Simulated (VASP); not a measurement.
The input files of a VASP run:

**KPOINTS**
```
Automatic mesh
0
Gamma
6 6 6
0 0 0
```

### INCAR
```
! general
SYSTEM   =  P
PREC     =  Accurate
ENCUT    =  480   ! plane-wave cut-off (eV)
LREAL    =  .False.
LASPH    =  .True.   ! aspherical one-centre terms

! electronic loop
EDIFF    =  1E-7
NELM     =  100
ALGO     =  Normal
LMIXTAU  =  .True.

! smearing
ISMEAR   =  0   ! Gaussian
SIGMA    =  0.05   ! width (eV)

! functional
METAGGA  =  R2SCAN

! ions
ISIF     =  2   ! forces and stress, cell fixed

! output
LWAVE    =  .False.
LCHARG   =  .False.
```

**POSCAR**
```
P
1.0
  1.6499564161  -5.4836932449  -0.0822553987
  1.6499564161   5.4836932449   0.0822553987
  0.0000000000   0.0680425282   4.5361685465
P
4
direct
  0.0954761534   0.9045238466   0.9114529210
  0.4045238466   0.5954761534   0.4114529210
  0.5954761534   0.4045238466   0.5885470790
  0.9045238466   0.0954761534   0.0885470790
```

POTCAR, in this order: P (PBE.64 set). Program: vasp_std.

Task: Write an equivalent input for Ansatz.

Result: One equivalent input (not run):
Ansatz 0.2 input:
```yaml
crystal:
  lattice:
    - [1.6499564, -5.4836932, -0.0822554]
    - [1.6499564, 5.4836932, 0.0822554]
    - [0.0000000, 0.0680425, 4.5361685]
  atoms:
    - { symbol: P, position: [0.0954762, 0.9045238, 0.9114529] }
    - { symbol: P, position: [0.4045238, 0.5954762, 0.4114529] }
    - { symbol: P, position: [0.5954762, 0.4045238, 0.5885471] }
    - { symbol: P, position: [0.9045238, 0.0954762, 0.0885471] }
kpoints:
  mp_grid: { grid: [6, 6, 6] }
hamiltonian:
  xc: r2scan
  pseudopotentials: { kind: paw }
scf:
  occupations: { method: gaussian, width: 0.05 }
  max_iter: 100
output: { forces: true, stress: true, eigenvalues: true }
```
What does not carry over: each code has its own PAW files, so the cut-off isn't converted (ENCUT is set for VASP's; basis.ecutwfc is left out, and Ansatz then takes the one that its files recommend); Ansatz stops its SCF on the density residual and VASP on the energy change (EDIFF).

The compound is P in the black structure. This cell was strained or had an atom moved on purpose.
